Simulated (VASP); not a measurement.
The system is Pt.

```
Pt
1.0
     0.00000    1.97158    1.97158
     1.97158    0.00000    1.97158
     1.97158    1.97158    0.00000
Pt
1
Cartesian
  0.0000 0.0000 0.0000
```

| Item | Value |
| --- | --- |
| Program | VASP 6.6.1 |
| Task | relaxation of cell and atoms |
| Functional | PBEsol |
| Potentials or basis | VASP PAW PBE potentials, release 64 (Pt) |
| Cutoff | 300 eV |
| k mesh | 18 × 18 × 18 |
| Occupations | gaussian, width 0.1 eV |
| Spin | no spin polarisation |

At the start: pressure -6.3 GPa; volume 15.33 Å³/atom.

**Question.** Where does the relaxation end?

**Answer.** Over 4 steps the energy falls by 7.2 meV/atom and the volume is 14.98 Å³/atom (-2.3 %); space group Fm-3m (No. 225, to 0.05 Å).

The path:
```csv
step,energy change (eV),largest force (eV/Å),pressure (GPa),volume (Å³)
1,0.0000,0.0000,-6.31,15.33
2,0.0552,0.0000,22.66,14.03
3,-0.0072,0.0000,-0.17,14.98
4,-0.0072,0.0000,-0.02,14.98
```

Final structure:
```
CELL_PARAMETERS angstrom
0.00000 1.95635 1.95635
1.95635 0.00000 1.95635
1.95635 1.95635 0.00000
ATOMIC_POSITIONS crystal
Pt 0.00000 0.00000 0.00000
```

Caveat: the PAW data sets were made with another functional, which shifts forces and pressure a little.
